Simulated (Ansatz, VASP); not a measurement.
This is a calculation of NbTeN for Ansatz 0.2.0. The cell comes from a database or a generator and needn't be the stable form of this composition.

File input.yaml:

```yaml
crystal:
  lattice:
    - [3.584273, 0.0, 0.0]
    - [0.0, 3.584273, 0.0]
    - [0.0, 0.0, 9.546104]
  atoms:
    - { symbol: Te, position: [0.0, 0.5, 0.301373] }
    - { symbol: Te, position: [0.5, 0.0, 0.698627] }
    - { symbol: Nb, position: [0.0, 0.5, 0.885625] }
    - { symbol: Nb, position: [0.5, 0.0, 0.114375] }
    - { symbol: "N", position: [0.0, 0.0, 0.0] }
    - { symbol: "N", position: [0.5, 0.5, 0.0] }
hamiltonian:
  xc: pbe
  pseudopotentials: { kind: paw }
kpoints:
  mp_grid: { grid: [8, 8, 3] }
scf:
  occupations: { method: fermi_dirac, width: 0.05 }
output:
  forces: true
  stress: true
  eigenvalues: true
  write_density: true
  write_potential: true
  elf: true
  volumetric_format: npy
```

Potentials or basis: Ansatz PAW.

Command:

```console
$ ansatz run input.yaml --threads 2 --pin off --max-ram 5120MiB --backend cpu --events-out ev --progress --plain --runs-dir out
```

Q: Translate it to VASP 6.6.1. Potentials or basis there: PBE PAW files N, Nb_sv, Te, 520 eV.

A: As run (cutoffs and basis follow the program's own potentials, and thresholds, step limits or extra output files can differ):

File INCAR:

```
SYSTEM = NbTeN
PREC = Accurate
ENCUT = 520
EDIFF = 1E-7
ISMEAR = -1
SIGMA = 0.05
LREAL = .False.
LASPH = .True.
NELM = 100
ALGO = Normal
ISIF = 2
LWAVE = .False.
LCHARG = .True.
GGA = PE
LELF = .True.
LVHAR = .True.
NBANDS = 33
```

The input KPOINTS:

```
Automatic mesh
0
Gamma
  8 8 3
  0 0 0
```

File POSCAR:

```
NbTeN
1.0
    3.5842730000      0.0000000000      0.0000000000
    0.0000000000      3.5842730000      0.0000000000
    0.0000000000      0.0000000000      9.5461040000
Te Nb N
2 2 2
Direct
    0.0000000000      0.5000000000      0.3013730000
    0.5000000000      0.0000000000      0.6986270000
    0.0000000000      0.5000000000      0.8856250000
    0.5000000000      0.0000000000      0.1143750000
    0.0000000000      0.0000000000      0.0000000000
    0.5000000000      0.5000000000      0.0000000000
```

Potentials or basis: VASP PAW PBE potentials, release 64 (Te, Nb_sv, N).

Launch:

```sh
$ cat potpaw_PBE.64/Te/POTCAR potpaw_PBE.64/Nb_sv/POTCAR potpaw_PBE.64/N/POTCAR > POTCAR
$ mpirun -np 1 vasp_std > vasp.out
```

Both were run:

|  | Ansatz | VASP |
| --- | --- | --- |
| Pressure | -2.0 GPa | -2.1 GPa |
| Largest force | 0.512 eV/Å | 0.538 eV/Å |

Ansatz's pressure holds a Pulay term of +0.17 GPa for its cutoff of 420 eV, which the other run lacks.

The potentials hold 68 and 48 valence electrons a cell.

Where Ansatz's input types no cutoff or centring, it takes its own default and a Γ-centred mesh.

Pressure is positive in compression.
